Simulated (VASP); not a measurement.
# SiHF₃: harmonic vibrations of a molecule

SiHF₃, molecule in box, 5 atoms in the cell. PBE, harmonic vibrations; PAW potentials F, Si, H (PBE set).

## Input

INCAR.step1:
```
PREC = Accurate ; ENCUT = 400
EDIFF = 1E-8 ; ISMEAR = 0
SIGMA = 0.01 ; ISYM = 0
LREAL = False ; LASPH = True
NELM = 100 ; ALGO = Normal
LWAVE = False ; LCHARG = False
IBRION = 2 ; NSW = 60
ISIF = 2 ; EDIFFG = -0.002
POTIM = 0.5
```

INCAR.step2, as INCAR.step1 but for:
```
- IBRION = 2
- NSW = 60
- ISIF = 2
- EDIFFG = -0.002
- POTIM = 0.5
+ IBRION = 5
+ NFREE = 2
+ POTIM = 0.015
+ NSW = 1
```

KPOINTS:
```
k-points
0
Gamma
  1 1 1
```

POSCAR.step1:
```
SiHF3
1.0
   12.0000000000      0.0000000000      0.0000000000
    0.0000000000     12.0000000000      0.0000000000
    0.0000000000      0.0000000000     12.0000000000
F Si H
3 1 1
Direct
    0.4262291700      0.4941458300      0.5969375000
    0.4137291700      0.6077791700      0.4178958300
    0.4221625000      0.3957208300      0.4087291700
    0.4668791700      0.5011375000      0.4725125000
    0.5884375000      0.5061958300      0.4672375000
```

Commands (each step's output is kept before the next begins):
```
cat potpaw_PBE.64/F/POTCAR potpaw_PBE.64/Si/POTCAR potpaw_PBE.64/H/POTCAR > POTCAR
cp INCAR.step1 INCAR
cp POSCAR.step1 POSCAR
mpirun -np 4 vasp_gam > vasp.out
cp CONTCAR POSCAR
cp INCAR.step2 INCAR
mpirun -np 4 vasp_gam > vasp.out
```

## Result

- Vibrations (cm⁻¹; a negative value is imaginary): 2304, 945, 944, 805, 804, 804, 396, 283, 282
- Zero-point energy (eV): 0.469
- Translations and rotations, which should read zero (cm⁻¹): -25, -20, -11, 2, 9, 22
- Vibrational entropy at 298 K (meV/K): 0.211
- Displaced cells: 30
- Ionic steps, all stages: 45
- Electronic steps, all stages: 817

VASP 6.6.1 took 920 s on 4 cores (AMD EPYC 7R43 (Zen 3)), a shared host.
